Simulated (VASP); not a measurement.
Si3P4:

```xyz
7
Lattice="-2.5602 2.5602 5.1203 2.5602 -2.5602 5.1203 2.5602 2.5602 -5.1203" Properties=species:S:1:pos:R:3 pbc="T T T"
Si    0.0000    2.5602    2.5602
Si    2.5602    0.0000    2.5602
Si    0.0000    0.0000    5.1203
P     1.3769   -1.3769    6.2895
P    -1.3769    1.3769    6.2895
P     1.1832    1.1832   -1.1691
P     1.3769    1.3769    3.9512
```

The cell was built by a generator and needn't be a form met in nature.

Base run:

- Program: VASP 6.6.1
- Functional: HSE06
- Potentials or basis: VASP PAW PBE potentials, release 64 (Si, P)
- Cutoff: 520 eV
- k mesh: 6 × 6 × 6
- Occupations: gaussian, width 0.02 eV
- Spin: no spin polarisation

Its results: band gap on the k mesh 1.00 eV, indirect (least direct gap 1.35 eV); pressure -2.5 GPa; largest force 0.279 eV/Å.

Task: The run is repeated on the same cell with these changes: functional from HSE06 to PBE; further incar settings from ALGO = Normal; EDIFF = 1e-05 to ALGO = Normal; EDIFF = 1e-06. What comes out?

Result: Band gap on the k mesh 0.37 eV, indirect (least direct gap 0.75 eV); pressure 0.0 GPa; largest force 0.005 eV/Å.

Caveats: the PAW data sets were made with another functional, which shifts forces and pressure a little (some runs).

A k mesh can miss the band edges.

Not every run made on this cell is shown here.
